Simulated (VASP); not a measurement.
All values below come from AM05 GGA, VASP's PBE PAW potentials (set 64) (plane waves; VASP 6.6.1).

The input files of a VASP run:

INCAR:
```
ALGO = Normal
EDIFF = 1E-6
EDIFFG = -0.02
ENCUT = 520
GGA = AM
IBRION = 2
ISIF = 3
ISMEAR = 0
ISPIN = 2
LASPH = .True.
LCHARG = .False.
LMAXMIX = 4
LORBIT = 10
LREAL = .False.
LWAVE = .False.
MAGMOM = 5.0 -5.0 4*0.0
NELM = 100
NSW = 60
PREC = Accurate
SIGMA = 0.05
SYSTEM = MnF2
```

File KPOINTS:
```
Automatic mesh
0
gamma
 4 4 6
```

File POSCAR:
```
MnF2
1
    4.8687837867     0.0000000000     0.0000000000
    0.0000000000     4.8687837867     0.0000000000
    0.0000000000     0.0000000000     3.3009378725
Mn F
2 4
Direct
  0.0000000000   1.0000000000   0.0000000000
  0.5000000000   0.5000000000   0.5000000000
  0.3046209480   0.3046209480   1.0000000000
  0.8046209480   0.1953790520   0.5000000000
  0.1953790520   0.8046209480   0.5000000000
  0.6953790520   0.6953790520   0.0000000000
```

POTCAR, in this order: Mn_pv F (PBE.64 set). Program: vasp_std.

Output

**OUTCAR**
```
 ion  position               nearest neighbor table
   1  0.000  0.000  0.000-   3 2.10   6 2.10   5 2.13   4 2.13   4 2.13   5 2.13
   2  0.500  0.500  0.500-   4 2.10   5 2.10   3 2.13   6 2.13   3 2.13   6 2.13
   3  0.305  0.305  0.000-   1 2.10   2 2.13   2 2.13
   4  0.805  0.195  0.500-   2 2.10   1 2.13   1 2.13
   5  0.195  0.805  0.500-   2 2.10   1 2.13   1 2.13
   6  0.695  0.695  0.000-   1 2.10   2 2.13   2 2.13
  LATTYP: Found a simple tetragonal cell.
 ALAT       =     4.8687837867
 C/A-ratio  =     0.6779799673
 Subroutine PRICEL returns:
 Original cell was already a primitive cell.
 Subroutine GETGRP returns: Found 16 space group operations
The static configuration has the point symmetry D_2h.
 The point group associated with its full space group is D_4h.
The dynamic configuration has the point symmetry D_2h.
The overall configuration has the point symmetry D_2h.
 Subroutine INISYM returns: Found 16 space group operations
 Subroutine IBZKPT returns following result:
 Found     24 irreducible k-points:

 Following reciprocal coordinates:
            Coordinates               Weight
  0.000000  0.000000  0.000000      1.000000
  0.250000  0.000000  0.000000      4.000000
  0.500000  0.000000  0.000000      2.000000
  0.250000  0.250000  0.000000      4.000000
  0.500000  0.250000  0.000000      4.000000
  0.500000  0.500000  0.000000      1.000000
  0.000000  0.000000  0.166667      2.000000
  0.250000  0.000000  0.166667      8.000000
  0.500000  0.000000  0.166667      4.000000
  0.250000  0.250000  0.166667      8.000000
  0.500000  0.250000  0.166667      8.000000
  0.500000  0.500000  0.166667      2.000000
  0.000000  0.000000  0.333333      2.000000
  0.250000  0.000000  0.333333      8.000000
  0.500000  0.000000  0.333333      4.000000
  0.250000  0.250000  0.333333      8.000000
  0.500000  0.250000  0.333333      8.000000
...
```

**OSZICAR**
```
       N       E                     dE             d eps       ncg     rms          rms(c)
DAV:   1     0.707036893719E+03    0.70704E+03   -0.31721E+04  3176   0.191E+03
DAV:   2     0.292587853106E+02   -0.67778E+03   -0.65407E+03  3464   0.546E+02
DAV:   3    -0.411144753931E+02   -0.70373E+02   -0.69568E+02  3488   0.184E+02
DAV:   4    -0.429067106325E+02   -0.17922E+01   -0.17852E+01  3600   0.302E+01
DAV:   5    -0.429381884710E+02   -0.31478E-01   -0.31469E-01  3344   0.441E+00    0.201E+01
DAV:   6    -0.395061350017E+02    0.34321E+01   -0.21304E+01  3736   0.349E+01    0.144E+01
DAV:   7    -0.396391846953E+02   -0.13305E+00   -0.17814E+00  3216   0.985E+00    0.102E+01
DAV:   8    -0.393626502773E+02    0.27653E+00   -0.90528E-01  3200   0.867E+00    0.355E+00
DAV:   9    -0.396740189558E+02   -0.31137E+00   -0.28253E-01  3728   0.562E+00    0.134E+00
DAV:  10    -0.396786468094E+02   -0.46279E-02   -0.26131E-02  3240   0.105E+00    0.196E-01
DAV:  11    -0.396789281729E+02   -0.28136E-03   -0.95209E-04  3536   0.258E-01    0.695E-02
DAV:  12    -0.396791972999E+02   -0.26913E-03   -0.13432E-04  3176   0.853E-02    0.449E-02
DAV:  13    -0.396792518948E+02   -0.54595E-04   -0.59032E-05  3560   0.443E-02    0.167E-02
DAV:  14    -0.396792632216E+02   -0.11327E-04   -0.12499E-05  3328   0.230E-02    0.697E-03
DAV:  15    -0.396792631429E+02    0.78732E-07   -0.93827E-07  2064   0.639E-03
   1 F= -.39679263E+02 E0= -.39679263E+02  d E =-.396793E+02  mag=    -0.0000
       N       E                     dE             d eps       ncg     rms          rms(c)
DAV:   1    -0.396806943387E+02   -0.14311E-02   -0.17303E-01  3072   0.314E+00    0.272E-01
DAV:   2    -0.396801027712E+02    0.59157E-03   -0.41618E-03  3128   0.502E-01    0.159E-01
DAV:   3    -0.396799263441E+02    0.17643E-03   -0.29678E-04  3448   0.147E-01    0.841E-02
DAV:   4    -0.396798651288E+02    0.61215E-04   -0.52352E-05  3584   0.541E-02    0.323E-02
DAV:   5    -0.396798592201E+02    0.59087E-05   -0.15830E-05  3808   0.324E-02    0.139E-02
DAV:   6    -0.396798593399E+02   -0.11982E-06   -0.13403E-06  2400   0.972E-03
   2 F= -.39679859E+02 E0= -.39679859E+02  d E =-.596197E-03  mag=     0.0000
       N       E                     dE             d eps       ncg     rms          rms(c)
DAV:   1    -0.396870170451E+02   -0.71578E-02   -0.13377E+00  3072   0.874E+00    0.758E-01
DAV:   2    -0.396824276620E+02    0.45894E-02   -0.32581E-02  3128   0.140E+00    0.441E-01
DAV:   3    -0.396810659921E+02    0.13617E-02   -0.22741E-03  3440   0.414E-01    0.233E-01
DAV:   4    -0.396805922635E+02    0.47373E-03   -0.40838E-04  3560   0.151E-01    0.903E-02
DAV:   5    -0.396805467897E+02    0.45474E-04   -0.11976E-04  4200   0.897E-02    0.390E-02
DAV:   6    -0.396805489669E+02   -0.21773E-05   -0.98300E-06  2816   0.255E-02    0.187E-02
DAV:   7    -0.396805500549E+02   -0.10879E-05   -0.10240E-06  1744   0.900E-03    0.864E-03
DAV:   8    -0.396805502482E+02   -0.19331E-06   -0.20863E-07  1624   0.384E-03
   3 F= -.39680550E+02 E0= -.39680550E+02  d E =-.128711E-02  mag=    -0.0000
```

OUTCAR:
```
------------------------ aborting loop because EDIFF is reached ----------------------------------------
  FORCE on cell =-STRESS in cart. coord.  units (eV):
  Direction    XX          YY          ZZ          XY          YZ          ZX
  --------------------------------------------------------------------------------------
  Total        0.1000627      0.1000627      0.0930169     -0.0000000      0.0000000      0.0000000
  in kB        2.0546018      2.0546018      1.9099305     -0.0000000      0.0000000      0.0000000
  external PRESSURE =       2.0063781 kB  Pullay stress =       0.0000000 kB
  volume of cell :       78.03
      direct lattice vectors                 reciprocal lattice vectors
     4.875985936  0.000000000  0.000000000     0.205086728  0.000000000  0.000000000
     0.000000000  4.875985936  0.000000000    -0.000000000  0.205086728  0.000000000
     0.000000000  0.000000000  3.281936425     0.000000000  0.000000000  0.304698163
 POSITION                                       TOTAL-FORCE (eV/Angst)
 -----------------------------------------------------------------------------------
      0.00000      0.00000      0.00000         0.000000      0.000000      0.000000
      2.43799      2.43799      1.64097         0.000000      0.000000      0.000000
      1.47978      1.47978      0.00000        -0.005209     -0.005209     -0.000000
      3.91777      0.95821      1.64097        -0.005209      0.005209      0.000000
      0.95821      3.91777      1.64097         0.005209     -0.005209      0.000000
      3.39621      3.39621      0.00000         0.005209      0.005209      0.000000
 -----------------------------------------------------------------------------------
    total drift:                                0.000000     -0.000000      0.000000
  FREE ENERGIE OF THE ION-ELECTRON SYSTEM (eV)
  ---------------------------------------------------
  free  energy   TOTEN  =       -39.6805502482 eV

  energy  without entropy=      -39.6805502482  energy(sigma->0) =      -39.68055025

 total charge

# of ion       s       p       d       tot
------------------------------------------
    1        0.167   6.152   4.968  11.286
    2        0.167   6.152   4.968  11.286
    3        1.734   4.357   0.000   6.091
    4        1.734   4.357   0.000   6.091
    5        1.734   4.357   0.000   6.091
    6        1.734   4.357   0.000   6.091
--------------------------------------------------
tot          7.270  29.732   9.936  46.938

 magnetization (x)

# of ion       s       p       d       tot
------------------------------------------
    1        0.015   0.016   4.493   4.525
    2       -0.015  -0.016  -4.493  -4.525
    3       -0.002  -0.024   0.000  -0.026
    4        0.002   0.024   0.000   0.026
    5        0.002   0.024   0.000   0.026
    6       -0.002  -0.024   0.000  -0.026
--------------------------------------------------
tot          0.000   0.000   0.000   0.000

 reached required accuracy - stopping structural energy minimisation
```
(Selected blocks of OUTCAR.)

**CONTCAR**
```
MnF2
   1.00000000000000
     4.8759859360187692    0.0000000000000000    0.0000000000000000
     0.0000000000000000    4.8759859360187692    0.0000000000000000
     0.0000000000000000    0.0000000000000000    3.2819364254579511
  Mn              F
     2     4
Direct
     0.0000000000000000    0.0000000000000000    0.0000000000000000
     0.5000000000000000    0.5000000000000000    0.5000000000000000
     0.3034833945515921    0.3034833945515921    0.0000000000000000
     0.8034833945515921    0.1965166054484079    0.5000000000000000
     0.1965166054484079    0.8034833945515921    0.5000000000000000
     0.6965166054484079    0.6965166054484079    0.0000000000000000
```

The compound is MnF2 in the rutile structure. This run relaxes it. Symmetry was kept, so distortions that lower it aren't found. The start is the result of an earlier pass.
